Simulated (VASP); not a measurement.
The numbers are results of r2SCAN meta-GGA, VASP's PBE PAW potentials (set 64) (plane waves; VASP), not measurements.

A VASP calculation is set up with these files.

KPOINTS:
```
Automatic mesh
0
Gamma
11 11 11
0 0 0
```

File POSCAR:
```
LiH
1.0
  0.0000000000   2.0168221433   2.0168221433
  2.0168221433   0.0000000000   2.0168221433
  2.0168221433   2.0168221433   0.0000000000
Li H
1 1
Cartesian
  0.0000000000   0.0000000000   0.0000000000
  2.0168221433   2.0168221433   2.0168221433
```

### INCAR
```
SYSTEM = LiH
PREC = Accurate
ENCUT = 520
EDIFF = 1E-7
NELM = 100
ALGO = Normal
LREAL = .FALSE.
LASPH = .TRUE.
ISMEAR = 0
SIGMA = 0.05
METAGGA = R2SCAN
LMIXTAU = .TRUE.
LWAVE = .FALSE.
LCHARG = .FALSE.
ISIF = 2
```

POTCAR, in this order: Li_sv H (PBE.64 set). Program: vasp_std.

The run wrote:

OSZICAR:
```
       N       E                     dE             d eps       ncg     rms          rms(c)
DAV:   1    -0.250033464838E+01   -0.25003E+01   -0.15511E+03   702   0.644E+02
DAV:   2    -0.730355988172E+01   -0.48032E+01   -0.46325E+01   954   0.670E+01
DAV:   3    -0.740418401890E+01   -0.10062E+00   -0.10062E+00   816   0.939E+00
DAV:   4    -0.740524787538E+01   -0.10639E-02   -0.10639E-02   924   0.891E-01
DAV:   5    -0.740525508516E+01   -0.72098E-05   -0.72098E-05   810   0.526E-02    0.272E+00
DAV:   6    -0.686442150471E+01    0.54083E+00   -0.18147E-01  1026   0.365E+00    0.181E+00
DAV:   7    -0.713414444578E+01   -0.26972E+00   -0.86743E-01   882   0.487E+00    0.101E+00
DAV:   8    -0.666427973477E+01    0.46986E+00   -0.22396E-01   690   0.428E+00    0.232E-01
DAV:   9    -0.679114178942E+01   -0.12686E+00   -0.80848E-02   696   0.342E+00    0.915E-02
DAV:  10    -0.681587203558E+01   -0.24730E-01   -0.30502E-02   684   0.158E+00    0.103E-01
DAV:  11    -0.681654049396E+01   -0.66846E-03   -0.11197E-03   834   0.317E-01    0.299E-02
DAV:  12    -0.681645173901E+01    0.88755E-04   -0.10389E-04   690   0.139E-01    0.169E-02
DAV:  13    -0.681656986204E+01   -0.11812E-03   -0.11873E-04   696   0.118E-01    0.158E-03
DAV:  14    -0.681659218452E+01   -0.22322E-04   -0.94450E-06   774   0.427E-02    0.873E-04
DAV:  15    -0.681659144326E+01    0.74126E-06   -0.94910E-07   774   0.100E-02    0.105E-03
DAV:  16    -0.681659146102E+01   -0.17765E-07   -0.13040E-07   792   0.485E-03
   1 F= -.68165915E+01 E0= -.68165915E+01  d E =-.302732E-21
```

File OUTCAR:
```
------------------------ aborting loop because EDIFF is reached ----------------------------------------
  FORCE on cell =-STRESS in cart. coord.  units (eV):
  Direction    XX          YY          ZZ          XY          YZ          ZX
  --------------------------------------------------------------------------------------
  Total       -0.1127055     -0.1127055     -0.1127055      0.0000000     -0.0000000      0.0000000
  in kB      -11.0058286    -11.0058286    -11.0058286      0.0000000     -0.0000000      0.0000000
  external PRESSURE =     -11.0058286 kB  Pullay stress =       0.0000000 kB
  volume of cell :       16.41
      direct lattice vectors                 reciprocal lattice vectors
     0.000000000  2.016822143  2.016822143    -0.247914771  0.247914771  0.247914771
     2.016822143  0.000000000  2.016822143     0.247914771 -0.247914771  0.247914771
     2.016822143  2.016822143  0.000000000     0.247914771  0.247914771 -0.247914771
  FREE ENERGIE OF THE ION-ELECTRON SYSTEM (eV)
  ---------------------------------------------------
  free  energy   TOTEN  =        -6.8165914610 eV

  energy  without entropy=       -6.8165914610  energy(sigma->0) =       -6.81659146
```
(Selected blocks of OUTCAR.)

The compound is LiH in the rock salt structure. This cell is one point of a volume scan, at 1.03 of the reference volume.
